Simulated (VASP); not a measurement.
# How thick must a slab of Cu(100) be?, part 2 of 7

How many layers does a slab of Cu(100) need before surface energy, work function and relaxation settle?

VASP 6.6.1; PBE; plane waves and PAW (Cu).

So far. Step 3 (The bulk reference, job self-consistent run, k-mesh …): The run ends at a pressure of 0.95 GPa.

### 4. Relaxing the slab, layers 4

System of this step: Cu(100). The cell holds 4 atoms: 4 Cu. Cell: a = 2.566 Å, b = 2.566 Å, c = 20.443 Å, α = 90.0°, β = 90.0°, γ = 90.0°. It derives from Cu. 4 layers of fcc Cu, cut at this functional's lattice. Vacuum lies along c.

All atoms relax at the fixed cell.

INCAR reads:

```
SYSTEM = Cu
PREC = Normal
ENCUT = 330
EDIFF = 1E-06
NELM = 120
ISMEAR = 1
SIGMA = 0.15
LREAL = .FALSE.
ALGO = Fast
GGA = PE
NBANDS = 28
LASPH = .TRUE.
LORBIT = 11
LWAVE = .FALSE.
LCHARG = .FALSE.
KPAR = 4
IBRION = 2
NSW = 50
ISIF = 2
EDIFFG = -0.01
POTIM = 0.4
MAXMIX = 40
```

POSCAR reads:

```
Cu
1.0
    2.5656253229      0.0000000000      0.0000000000
    0.0000000000      2.5656253229      0.0000000000
    0.0000000000      0.0000000000     20.4425131914
Cu
4
Direct
    0.5000000000      0.5000000000      0.3668824800
    0.0000000000      0.0000000000      0.4556274900
    0.5000000000      0.5000000000      0.5443725100
    0.0000000000      0.0000000000      0.6331175200
```

KPOINTS reads:

```
Automatic mesh
0
Gamma
13 13 1
0 0 0
```

The projector-augmented-wave data sets are Cu (PBE family, release 64).

Launch:

```console
$ mpirun -np 4 vasp_std
```

The log of the run:

```text
[banner, memory and clock lines left out]
running    4 mpi-ranks, on    1 nodes
 distrk:  each k-point on    1 cores,    4 groups
 distr:  one band on    1 cores,    1 groups

 POSCAR found type information on POSCAR Cu
 POSCAR found :  1 types and       4 ions
 LDA part: xc-table for (Slater+PW92), standard interpolation
 POSCAR, INCAR and KPOINTS ok, starting setup
 FFT: planning ... GRIDC
 FFT: planning ... GRID_SOFT
 FFT: planning ... GRID
 WAVECAR not read
 entering main loop
       N       E                     dE             d eps       ncg     rms          rms(c)
DAV:   1     0.318179905797E+03    0.31818E+03   -0.15205E+04  1568   0.142E+03
DAV:   2     0.472086027970E+01   -0.31346E+03   -0.30278E+03  1580   0.335E+02
DAV:   3    -0.161994380677E+02   -0.20920E+02   -0.19997E+02  1708   0.135E+02
DAV:   4    -0.167592936926E+02   -0.55986E+00   -0.55852E+00  1744   0.259E+01
DAV:   5    -0.167739177421E+02   -0.14624E-01   -0.14616E-01  1880   0.326E+00    0.141E+01
RMM:   6    -0.151055641488E+02    0.16684E+01   -0.33164E+01  1574   0.873E+01    0.811E+00
RMM:   7    -0.137386962814E+02    0.13669E+01   -0.70093E+00  1571   0.435E+01    0.119E+00
RMM:   8    -0.137402150568E+02   -0.15188E-02   -0.42984E-01  1590   0.536E+00    0.865E-01
RMM:   9    -0.137397291919E+02    0.48586E-03   -0.10661E-01  1596   0.388E+00    0.235E-01
RMM:  10    -0.137393219512E+02    0.40724E-03   -0.28412E-02  1829   0.161E+00    0.200E-01
RMM:  11    -0.137384194709E+02    0.90248E-03   -0.51415E-03  1729   0.524E-01    0.101E-01
RMM:  12    -0.137379171792E+02    0.50229E-03   -0.14617E-03  1594   0.290E-01    0.299E-02
RMM:  13    -0.137378621757E+02    0.55003E-04   -0.34754E-04  1628   0.211E-01    0.234E-02
RMM:  14    -0.137379222827E+02   -0.60107E-04   -0.26854E-04  1621   0.126E-01    0.131E-02
RMM:  15    -0.137379831372E+02   -0.60854E-04   -0.61968E-05  1669   0.596E-02    0.781E-03
RMM:  16    -0.137380373509E+02   -0.54214E-04   -0.21437E-05  1469   0.287E-02    0.535E-03
RMM:  17    -0.137380639409E+02   -0.26590E-04   -0.18524E-05  1509   0.477E-02    0.826E-03
RMM:  18    -0.137380755164E+02   -0.11575E-04   -0.86818E-06  1352   0.325E-02    0.240E-03
RMM:  19    -0.137380859800E+02   -0.10464E-04   -0.24127E-06  1033   0.155E-02    0.216E-03
RMM:  20    -0.137381002847E+02   -0.14305E-04   -0.17022E-06   947   0.163E-02    0.894E-04
RMM:  21    -0.137381026587E+02   -0.23740E-05   -0.43766E-07   920   0.919E-03    0.103E-03
RMM:  22    -0.137381040016E+02   -0.13429E-05   -0.31219E-07   919   0.706E-03    0.809E-04
RMM:  23    -0.137381040769E+02   -0.75361E-07   -0.12249E-07   903   0.527E-03
   1 F= -.13738104E+02 E0= -.13737242E+02  d E =-.137381E+02
 curvature:   0.00 expect dE= 0.000E+00 dE for cont linesearch  0.000E+00
 trial: gam= 0.00000 g(F)=  0.670E-02 g(S)=  0.000E+00 ort = 0.000E+00 (trialstep = 0.100E+01)
 search vector abs. value=  0.670E-02
 bond charge predicted
       N       E                     dE             d eps       ncg     rms          rms(c)
DAV:   1    -0.137411314327E+02   -0.30274E-02   -0.14910E+00  1728   0.753E+00    0.877E-02
RMM:   2    -0.137434984946E+02   -0.23671E-02   -0.20403E-02  1603   0.169E+00    0.113E-01
RMM:   3    -0.137438764304E+02   -0.37794E-03   -0.74428E-03  1876   0.854E-01    0.146E-01
RMM:   4    -0.137437902639E+02    0.86166E-04   -0.14355E-03  1857   0.296E-01    0.125E-01
RMM:   5    -0.137437483387E+02    0.41925E-04   -0.10142E-04  1762   0.745E-02    0.122E-01
RMM:   6    -0.137435450450E+02    0.20329E-03   -0.12842E-03  2208   0.263E-01    0.101E-01
RMM:   7    -0.137434744189E+02    0.70626E-04   -0.33291E-04  1622   0.250E-01    0.437E-02
RMM:   8    -0.137434318670E+02    0.42552E-04   -0.33640E-05  1567   0.501E-02    0.223E-02
RMM:   9    -0.137434201939E+02    0.11673E-04   -0.43330E-05  1615   0.414E-02    0.106E-02
RMM:  10    -0.137434214531E+02   -0.12592E-05   -0.10421E-05  1508   0.250E-02    0.677E-03
RMM:  11    -0.137434206491E+02    0.80395E-06   -0.54227E-06  1304   0.278E-02
   2 F= -.13743421E+02 E0= -.13742752E+02  d E =-.531657E-02
[...]
3 F= -.13745999E+02 E0= -.13745550E+02  d E =-.789494E-02
[...]
4 F= -.13746002E+02 E0= -.13745561E+02  d E =-.789827E-02
[...]
5 F= -.13746392E+02 E0= -.13746015E+02  d E =-.389856E-03
[...]
6 F= -.13747128E+02 E0= -.13746901E+02  d E =-.112536E-02
[...]
7 F= -.13747277E+02 E0= -.13747345E+02  d E =-.127470E-02
[...]
8 F= -.13747438E+02 E0= -.13747385E+02  d E =-.143539E-02
 curvature:  -4.82 expect dE=-0.398E-04 dE for cont linesearch -0.588E-05
 ZBRENT: interpolating
 opt :   9.8766  next Energy=   -13.747443 (dE=-0.144E-02)
 bond charge predicted
       N       E                     dE             d eps       ncg     rms          rms(c)
DAV:   1    -0.137474079893E+02    0.29586E-04   -0.17626E-02  1648   0.809E-01    0.748E-03
RMM:   2    -0.137474250282E+02   -0.17039E-04   -0.16089E-04  1579   0.170E-01    0.699E-03
RMM:   3    -0.137474322808E+02   -0.72527E-05   -0.71395E-05  1720   0.792E-02    0.469E-03
RMM:   4    -0.137474336865E+02   -0.14057E-05   -0.14092E-05  1536   0.348E-02    0.358E-03
RMM:   5    -0.137474336861E+02    0.34015E-09   -0.83931E-07   849   0.900E-03
   9 F= -.13747434E+02 E0= -.13747400E+02  d E =-.143134E-02
 curvature:  -4.07 expect dE=-0.379E-04 dE for cont linesearch -0.133E-04
 trial: gam= 0.00000 g(F)=  0.931E-05 g(S)=  0.000E+00 ort =-0.320E-04 (trialstep = 0.299E+01)
 search vector abs. value=  0.931E-05
 reached required accuracy - stopping structural energy minimisation
```

It took 23 s on 4 MPI ranks of Intel Xeon 6975P-C (Granite Rapids), shared host; peak memory 0.61 GiB.

From OUTCAR (step 4):

```text
  LATTYP: Found a simple tetragonal cell.
 ALAT       =     2.5656253229
 C/A-ratio  =     7.9678482314

 Subroutine GETGRP returns: Found 16 space group operations
 (whereof  8 operations were pure point group operations)

The static configuration has the point symmetry C_4v.
 The point group associated with its full space group is D_4h.

 Found     28 irreducible k-points:

   k-points           NKPTS =     28   k-points in BZ     NKDIM =     28   number of bands    NBANDS=     28

   dimension x,y,z NGX =    12 NGY =   12 NGZ =   96
   dimension x,y,z NGXF=    24 NGYF=   24 NGZF=  192

   ENCUT  =  330.0 eV  24.25 Ry    4.92 a.u.   3.80  3.80 30.28*2*pi/ulx,y,z

   NELECT =      44.0000    total number of electrons

 E-fermi :  -0.1970

 k-point     1 :       0.0000    0.0000    0.0000
  band No.  band energies     occupation
    ...
     20      -1.7113      2.00000
     21      -1.6809      2.00000
     22      -1.6772      2.00000
     23      -1.6772      2.00000
     24      -0.6082      2.00074
     25       1.0161     -0.00000
     26       4.0817      0.00000
     27       4.2071      0.00000
     28       5.5451      0.00000

 k-point     2 :       0.0769    0.0000    0.0000
  band No.  band energies     occupation
    ...
     20      -1.7946      2.00000
     21      -1.7716      2.00000
     22      -1.7151      2.00000
     23      -1.6484      2.00000
     24      -0.3726      2.06995
     25       1.2910     -0.00000
     26       4.2224      0.00000
     27       4.3364      0.00000
     28       5.6871      0.00000

  Total       -0.9166587     -0.9166587      0.0018799      0.0000000      0.0000000      0.0000000
  in kB      -10.9143399    -10.9143399      0.0223831      0.0000000      0.0000000      0.0000000
  external PRESSURE =      -7.2687656 kB  Pullay stress =       0.0000000 kB

  energy-cutoff  :      330.00
  volume of cell :      134.56
      direct lattice vectors                 reciprocal lattice vectors
     2.565625323  0.000000000  0.000000000     0.389768526  0.000000000  0.000000000
     0.000000000  2.565625323  0.000000000     0.000000000  0.389768526  0.000000000
     0.000000000  0.000000000 20.442513191     0.000000000  0.000000000  0.048917664

 POSITION                                       TOTAL-FORCE (eV/Angst)
 -----------------------------------------------------------------------------------
      1.28281      1.28281      7.53785         0.000000     -0.000000     -0.009633
      0.00000      2.56563      9.30328         0.000000     -0.000000      0.005279
      1.28281      1.28281     11.13923         0.000000      0.000000     -0.005279
      0.00000      2.56563     12.90466         0.000000     -0.000000      0.009633
 -----------------------------------------------------------------------------------
    total drift:                                0.000000      0.000000      0.000000

  FREE ENERGIE OF THE ION-ELECTRON SYSTEM (eV)
  ---------------------------------------------------
  free  energy   TOTEN  =       -13.7474336861 eV

  energy  without entropy=      -13.7473332310  energy(sigma->0) =      -13.74740020

 total charge
# of ion       s       p       d       tot
------------------------------------------
    1        0.443   0.260   9.206   9.910
    2        0.443   0.375   9.171   9.989
    3        0.443   0.375   9.171   9.989
    4        0.443   0.260   9.206   9.910
--------------------------------------------------
tot          1.773   1.272  36.754  39.799

[... 1 part as in an earlier step ...]

[... 7 further parts left out ...]
```

CONTCAR:

```
Cu
   1.00000000000000
     2.5656253228999999    0.0000000000000000    0.0000000000000000
     0.0000000000000000    2.5656253228999999    0.0000000000000000
     0.0000000000000000    0.0000000000000000   20.4425131913999998
  Cu
     4
Direct
     0.5000000000000000    0.5000000000000000    0.3687341028540279
     0.0000000000000000    1.0000000000000000    0.4550949345561125
     0.5000000000000000    0.5000000000000000    0.5449050654438875
     0.0000000000000000    1.0000000000000000    0.6312658971459721
```

The run keeps the 16 symmetry operations of its start, so it cannot find a distortion of lower symmetry.

The steps of the relaxation:

```csv
step,energy less that of the first step (eV),largest force (eV/Å)
1,0.0000,0.2356
2,-0.0053,0.1251
3,-0.0079,0.0513
4,-0.0079,0.0471
5,-0.0083,0.0379
6,-0.0090,0.0236
7,-0.0092,0.0228
8,-0.0093,0.0103
9,-0.0093,0.0096
```

The atoms that moved most (Å):

```csv
atom,dx,dy,dz,length
Cu1,0.000,0.000,0.038,0.038
Cu4,0.000,0.000,-0.038,0.038
Cu2,0.000,0.000,-0.011,0.011
Cu3,0.000,0.000,0.011,0.011
```

The relaxed structure:

```xyz
4
Lattice="2.5656 0.0000 0.0000 0.0000 2.5656 0.0000 0.0000 0.0000 20.4425" Properties=species:S:1:pos:R:3
Cu    1.2828    1.2828    7.5379
Cu    0.0000    0.0000    9.3033
Cu    1.2828    1.2828   11.1392
Cu    0.0000    0.0000   12.9047
```

Numbers from this step:

```
electronic cycles   : 87
electrons           : 44
free energy (TOTEN) : -13.75 eV
Fermi energy        : -0.197 eV
```

The run ended after 9 ionic steps, 0.009 eV below its first step, once the forces on the free atoms met EDIFFG = -0.01.

### 5. The vacuum level, layers 4

A static run writes the electrostatic potential without exchange and correlation (LVHAR), which is flat in the vacuum and gives the level to count from. The dipole correction cancels the field that unlike faces would set up across the vacuum.

Changes to INCAR since step 4:

```diff
@@ -16,7 +16,6 @@
 KPAR = 4
-IBRION = 2
-NSW = 50
-ISIF = 2
-EDIFFG = -0.01
-POTIM = 0.4
-MAXMIX = 40
+IDIPOL = 3
+LDIPOL = .TRUE.
+DIPOL = 0.5 0.5 0.5
+LVHAR = .TRUE.
+LVACPOTAV = .TRUE.
```

POSCAR reads:

```
Cu
1.0
    2.5656253229      0.0000000000      0.0000000000
    0.0000000000      2.5656253229      0.0000000000
    0.0000000000      0.0000000000     20.4425131914
Cu
4
Direct
    0.5000000000      0.5000000000      0.3687341029
    0.0000000000      0.0000000000      0.4550949346
    0.5000000000      0.5000000000      0.5449050654
    0.0000000000      0.0000000000      0.6312658971
```

KPOINTS is that of step 4.

Launch:

```console
$ mpirun -np 4 vasp_std
```

The log of the run:

```text
[... set-up lines as in an earlier step ...]
 entering main loop
       N       E                     dE             d eps       ncg     rms          rms(c)
DAV:   1     0.319185804366E+03    0.31919E+03   -0.15213E+04  1568   0.142E+03
DAV:   2     0.476894704582E+01   -0.31442E+03   -0.30360E+03  1576   0.335E+02
DAV:   3    -0.162346979252E+02   -0.21004E+02   -0.20162E+02  1700   0.136E+02
DAV:   4    -0.167921110023E+02   -0.55741E+00   -0.55606E+00  1732   0.258E+01
DAV:   5    -0.168067060111E+02   -0.14595E-01   -0.14587E-01  1828   0.329E+00    0.141E+01
RMM:   6    -0.150836507466E+02    0.17231E+01   -0.32901E+01  1694   0.870E+01    0.799E+00
RMM:   7    -0.137486723756E+02    0.13350E+01   -0.69071E+00  1625   0.432E+01    0.124E+00
RMM:   8    -0.137494237248E+02   -0.75135E-03   -0.44712E-01  1679   0.525E+00    0.851E-01
RMM:   9    -0.137491352232E+02    0.28850E-03   -0.10752E-01  1768   0.396E+00    0.234E-01
RMM:  10    -0.137486545549E+02    0.48067E-03   -0.29457E-02  1970   0.164E+00    0.203E-01
RMM:  11    -0.137476762745E+02    0.97828E-03   -0.49322E-03  1872   0.527E-01    0.950E-02
RMM:  12    -0.137471625206E+02    0.51375E-03   -0.15210E-03  1790   0.288E-01    0.280E-02
RMM:  13    -0.137471111976E+02    0.51323E-04   -0.35681E-04  1816   0.205E-01    0.231E-02
RMM:  14    -0.137471940130E+02   -0.82815E-04   -0.27182E-04  1862   0.115E-01    0.123E-02
RMM:  15    -0.137472866848E+02   -0.92672E-04   -0.54274E-05  1816   0.590E-02    0.907E-03
RMM:  16    -0.137473604601E+02   -0.73775E-04   -0.24967E-05  1712   0.325E-02    0.383E-03
RMM:  17    -0.137473949516E+02   -0.34492E-04   -0.17203E-05  1802   0.338E-02    0.614E-03
RMM:  18    -0.137474074543E+02   -0.12503E-04   -0.71035E-06  1615   0.312E-02    0.186E-03
RMM:  19    -0.137474210029E+02   -0.13549E-04   -0.22563E-06  1168   0.127E-02    0.278E-03
RMM:  20    -0.137474299923E+02   -0.89894E-05   -0.14441E-06  1125   0.161E-02    0.461E-04
RMM:  21    -0.137474330639E+02   -0.30715E-05   -0.38502E-07  1089   0.617E-03    0.104E-03
RMM:  22    -0.137474337334E+02   -0.66952E-06   -0.29891E-07  1037   0.766E-03
 -----------------------------------------------------------------------------
|                                                                             |
|           W    W    AA    RRRRR   N    N  II  N    N   GGGG   !!!           |
|           W    W   A  A   R    R  NN   N  II  NN   N  G    G  !!!           |
|           W    W  A    A  R    R  N N  N  II  N N  N  G       !!!           |
|           W WW W  AAAAAA  RRRRR   N  N N  II  N  N N  G  GGG   !            |
|           WW  WW  A    A  R   R   N   NN  II  N   NN  G    G                |
|           W    W  A    A  R    R  N    N  II  N    N   GGGG   !!!           |
|                                                                             |
|     Did not find any points to average over, which means that no vacuum     |
|     field-free region was found. Please increase the size of  your cell     |
|     in the dimension of the dipole correction to obtain accurate            |
|     workfunction values.                                                    |
|                                                                             |
 -----------------------------------------------------------------------------

   1 F= -.13747434E+02 E0= -.13747400E+02  d E =-.100320E-03
```

Wall time 5.6 s (4 MPI ranks); peak memory 0.62 GiB; 21 s of CPU time.

Parts of OUTCAR (step 5):

```text
   NELECT =      44.0000    total number of electrons

 dipolmoment           0.000000      0.000000      0.000000 electrons x Angstroem

 E-fermi :  -0.1970

 k-point     1 :       0.0000    0.0000    0.0000
  band No.  band energies     occupation
    ...
     20      -1.7110      2.00000
     21      -1.6807      2.00000
     22      -1.6770      2.00000
     23      -1.6770      2.00000
     24      -0.6082      2.00074
     25       1.0161     -0.00000
     26       4.0846      0.00000
     27       4.2089      0.00000
     28       5.5448      0.00000

  Total       -0.9485146     -0.9485146     -0.0308075      0.0000000      0.0000000      0.0000000
  in kB      -11.2936376    -11.2936376     -0.3668148      0.0000000      0.0000000      0.0000000
  external PRESSURE =      -7.6513634 kB  Pullay stress =       0.0000000 kB

 POSITION                                       TOTAL-FORCE (eV/Angst)
 -----------------------------------------------------------------------------------
      1.28281      1.28281      7.53785         0.000000      0.000000     -0.007164
      0.00000      0.00000      9.30328         0.000000     -0.000000      0.006718
      1.28281      1.28281     11.13923        -0.000000      0.000000     -0.006718
      0.00000      0.00000     12.90466         0.000000     -0.000000      0.007164
 -----------------------------------------------------------------------------------
    total drift:                                0.000000      0.000000      0.000000

  FREE ENERGIE OF THE ION-ELECTRON SYSTEM (eV)
  ---------------------------------------------------
  free  energy   TOTEN  =       -13.7474337334 eV

  energy  without entropy=      -13.7473334135  energy(sigma->0) =      -13.74740029

 vacuum level on the upper side and lower side of the slab         4.298         4.298

[... 8 parts as in an earlier step ...]

[... 9 further parts left out ...]
```

This step gave:

* electronic cycles: 22
* dipole moment: 0, 0, 0 e·Å
* vacuum levels: 4.298, 4.298 eV
* work functions of the upper and lower face: 4.495, 4.495 eV

Zero at the Fermi level. The planar average of the electrostatic potential by height:

```csv
height (Å),planar average of the electrostatic potential (eV)
0.0,4.50
0.5,4.50
1.0,4.50
1.5,4.50
2.0,4.50
2.5,4.50
3.0,4.50
3.5,4.50
4.0,4.50
4.5,4.48
5.0,4.44
5.5,4.30
6.0,3.78
6.5,2.13
7.0,-5.75
7.5,-12.2
8.0,-7.60
8.5,-2.36
9.0,-10.3
9.5,-11.5
10.0,-3.50
10.5,-4.51
11.0,-12.0
11.5,-9.52
12.0,-2.05
12.5,-8.55
13.0,-12.1
13.5,-4.58
14.0,2.40
14.5,3.88
15.0,4.32
15.5,4.45
16.0,4.49
16.5,4.50
17.0,4.50
17.5,4.50
18.0,4.50
18.5,4.50
19.0,4.50
19.5,4.50
20.0,4.50
```

The vacuum level lies 4.50 eV above the Fermi level at the upper face; both faces agree, as the slab has next to no dipole.

The program found no field-free point at its default tolerance, but its printed level agrees with the flat part of the planar average.

(Part 2 of 7 ends here.)

[Lines on the potential files, build, host, timing and source positions are cut from VASP's logs without a mark.]

[Logs are printed without paths, hosts, clocks, repeated set-up lines and the standing remarks that a program may print on its own settings, such as how far it seeks lower states.]

[Hosts, paths, dates, database ids (printed as entryN), source tags and the programs' standing remarks are cut or masked in the printed files.]

[Runs that stopped without an error message from VASP are left out.]
